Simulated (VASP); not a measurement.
Data:

```
CELL_PARAMETERS angstrom
      0.00000     2.42786     2.42786
      2.42786     0.00000     2.42786
      2.42786     2.42786     0.00000
ATOMIC_POSITIONS crystal
  N  0.00000 0.00000 0.00000
  Y  0.50000 0.50000 0.50000
```

These are PBEsol GGA, VASP's PBE PAW potentials (set 64) (plane waves; VASP 6.6.1) values and carry that method's errors. Run with 520 eV cut-off, Gaussian smearing of 0.050 eV, potentials N Y_sv.

**Question.** Give the energies of bands 6 to 11 at the high-symmetry points, in eV from the valence-band maximum.

**Answer.** 
```json
[
 {"band": "6", "Γ": "0.00", "X": "-1.47", "U": "-2.24", "L": "-4.20", "W": "-2.21"},
 {"band": "7", "Γ": "0.00", "X": "-0.37", "U": "-1.58", "L": "-2.32", "W": "-1.55"},
 {"band": "8", "Γ": "0.00", "X": "-0.37", "U": "-1.34", "L": "-2.32", "W": "-1.55"},
 {"band": "9", "Γ": "3.12", "X": "0.07", "U": "2.42", "L": "5.79", "W": "4.01"},
 {"band": "10", "Γ": "3.12", "X": "6.99", "U": "6.35", "L": "6.50", "W": "4.01"},
 {"band": "11", "Γ": "3.12", "X": "7.44", "U": "7.19", "L": "6.50", "W": "7.51"}
]
```

The gap is indirect, 0.07 eV, from the valence maximum at Γ to the conduction minimum at X.

The structure comes from a measured YN entry (Fm-3m) of the Crystallography Open Database, whose conditions weren't checked. It was relaxed first.
